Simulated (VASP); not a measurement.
Here is the system:

```
LiCl
1.0
    0.00000     2.51728     2.51728
    2.51728     0.00000     2.51728
    2.51728     2.51728     0.00000
Li Cl
1 1
Cartesian
  0.00000   0.00000   0.00000
  2.51728   2.51728   2.51728
```

Method: SCAN meta-GGA, VASP's PBE PAW potentials (set 64) (plane waves; VASP 6.6.1). Run with 520 eV cut-off, 9×9×9 Γ-centred mesh, Gaussian smearing of 0.050 eV, potentials Li_sv Cl.

### Question
What does the run give for the energy per atom (σ→0)?

### Answer

energy per atom (σ→0): -7.231 eV/atom

The absolute energy has meaning only against runs of the same code, potentials and settings.

The compound is LiCl in the rock salt structure. This cell is one point of a volume scan, at 0.97 of the reference volume.
